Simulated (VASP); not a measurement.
Method: PBE GGA, VASP's PBE PAW potentials (set 64) (plane waves; VASP 6.6.1).

A VASP calculation is set up with these files.

POSCAR:
```
Ru2W
1
   -1.7227420000     1.7227420000     4.2164840000
    1.7227420000    -1.7227420000     4.2164840000
    1.7227420000     1.7227420000    -4.2164840000
W Ru
1 2
Direct
  0.0000000000   0.0000000000   0.0000000000
  0.3353000000   0.3353000000   0.0000000000
  0.6647000000   0.6647000000   0.0000000000
```

**INCAR**
```
! general
SYSTEM   =  Ru2W
PREC     =  Accurate
ENCUT    =  300
LREAL    =  .FALSE.
LASPH    =  .TRUE.

! electronic loop
EDIFF    =  1E-6
NELM     =  100
ALGO     =  Normal
LMAXMIX  =  6

! smearing
ISMEAR   =  0
SIGMA    =  0.1

! functional
GGA      =  PE

! ions
ISIF     =  2

! output
LWAVE    =  .FALSE.
LCHARG   =  .FALSE.
```

KPOINTS:
```
Automatic mesh
0
Gamma
7 7 7
0 0 0
```

POTCAR, in this order: W_sv Ru_pv (PBE.64 set). Program: vasp_std.

The run wrote:

**OSZICAR**
```
       N       E                     dE             d eps       ncg     rms          rms(c)
DAV:   1     0.338355789532E+03    0.33836E+03   -0.18748E+04  2064   0.129E+03
DAV:   2    -0.203639241171E+02   -0.35872E+03   -0.35475E+03  2229   0.440E+02
DAV:   3    -0.317294629944E+02   -0.11366E+02   -0.11125E+02  2482   0.766E+01
DAV:   4    -0.319321834263E+02   -0.20272E+00   -0.20171E+00  2293   0.937E+00
DAV:   5    -0.319361457894E+02   -0.39624E-02   -0.39559E-02  2554   0.123E+00    0.196E+01
DAV:   6    -0.301427095186E+02    0.17934E+01   -0.51601E+00  2305   0.169E+01    0.585E+00
DAV:   7    -0.302385751044E+02   -0.95866E-01   -0.38582E+00  2579   0.112E+01    0.459E+00
DAV:   8    -0.299006938351E+02    0.33788E+00   -0.17414E+00  2595   0.631E+00    0.886E-01
DAV:   9    -0.298937474029E+02    0.69464E-02   -0.30407E-02  2197   0.118E+00    0.383E-01
DAV:  10    -0.298937338674E+02    0.13535E-04   -0.14109E-03  2524   0.316E-01    0.180E-01
DAV:  11    -0.298937399459E+02   -0.60785E-05   -0.11238E-04  2413   0.698E-02    0.784E-02
DAV:  12    -0.298937344141E+02    0.55318E-05   -0.30325E-05  2576   0.360E-02    0.128E-02
DAV:  13    -0.298937325943E+02    0.18198E-05   -0.37878E-06  1826   0.128E-02    0.406E-03
DAV:  14    -0.298937323427E+02    0.25155E-06   -0.66997E-07  1107   0.527E-03
   1 F= -.29893732E+02 E0= -.29875707E+02  d E =-.360500E-01
```

**OUTCAR**
```
------------------------ aborting loop because EDIFF is reached ----------------------------------------
  FORCE on cell =-STRESS in cart. coord.  units (eV):
  Direction    XX          YY          ZZ          XY          YZ          ZX
  --------------------------------------------------------------------------------------
  Total       -8.7069213     -8.7069213     -5.5990481      0.0000000     -0.0000000      0.0000000
  in kB     -278.6918524   -278.6918524   -179.2147910      0.0000000     -0.0000000      0.0000000
  external PRESSURE =    -245.5328319 kB  Pullay stress =       0.0000000 kB
  volume of cell :       50.06
      direct lattice vectors                 reciprocal lattice vectors
    -1.722742000  1.722742000  4.216484000     0.000000000  0.290234986  0.118582212
     1.722742000 -1.722742000  4.216484000     0.290234986  0.000000000  0.118582212
     1.722742000  1.722742000 -4.216484000     0.290234986  0.290234986  0.000000000
 POSITION                                       TOTAL-FORCE (eV/Angst)
 -----------------------------------------------------------------------------------
      0.00000      0.00000      0.00000        -0.000000     -0.000000     -0.000000
      0.00000      0.00000      2.82757        -0.000000     -0.000000      0.647844
      0.00000      0.00000      5.60539         0.000000      0.000000     -0.647844
 -----------------------------------------------------------------------------------
    total drift:                               -0.000000     -0.000000      0.000000
  FREE ENERGIE OF THE ION-ELECTRON SYSTEM (eV)
  ---------------------------------------------------
  free  energy   TOTEN  =       -29.8937323427 eV

  energy  without entropy=      -29.8576823502  energy(sigma->0) =      -29.87570735
```
(Selected blocks of OUTCAR.)

At this cut-off the stress carries a Pulay error, which pulls relaxed volumes low.

The structure was generated: Ru2W was put into an ordered model structure, which need not be its known phase. The cell was not relaxed at this level. The k-mesh is coarse (spacing up to 0.37 per Å, 2π included), so the numbers may not be converged in it.
